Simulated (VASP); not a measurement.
```xyz
2
Lattice="2.9380 0.0000 0.0000 -1.4690 2.5444 0.0000 0.0000 0.0000 2.8830" Properties=species:S:1:pos:R:3 pbc="T T T"
N      0.0442    -0.1242    -0.0429
Ta    -0.0442     1.8205     1.4844
```

Method: PBEsol GGA, VASP's PBE PAW potentials (set 64) (plane waves; VASP). Numerical set-up: 400 eV cut-off, 10×10×9 Γ-centred mesh, Gaussian smearing of 0.050 eV, potentials N Ta_pv.

At this cut-off the stress carries a Pulay error, which pulls relaxed volumes low.

Q: Give the force on each atom (eV/Å).

A: 
```
atom      Fx      Fy      Fz
----  ------  ------  ------
N1    -1.503   2.730   1.417
Ta2    1.503  -2.730  -1.417
```

Q: Give the stress tensor in GPa (positive for a compressed cell).

A: 
```
 3.60  -3.47  -4.31
-3.47  -3.04   5.68
-4.31   5.68   8.00
```
The pressure is its mean diagonal, 2.85 GPa.

The structure comes from a measured TaN entry of the Crystallography Open Database, whose conditions weren't checked. The cell was not relaxed at this level, atoms are displaced from their ideal sites.
